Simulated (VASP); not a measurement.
VASP, PAW. Cohesive energy of CdS (zinc blende) (static; atoms at Hund's-rule spin).

```json
[
 {"level": "PBEsol", "cohesive energy (eV/atom)": "2.89"},
 {"level": "revTPSS", "cohesive energy (eV/atom)": "2.62"}
]
```

Task: Estimate the cohesive energy from LDA, PBE, r2SCAN.

Result: 
| Quantity | Value |
|---|---|
| LDA | 3.35 eV/atom |
| PBE | 2.53 eV/atom |
| r2SCAN | 2.76 eV/atom |

Only levels that ran to the end are used. Left out are those held back, those with too coarse a band path, GW runs whose mesh misses a band edge, hybrids' fits of cells that aren't cubic and levels without matching references; a question may draw on a part of the rest.
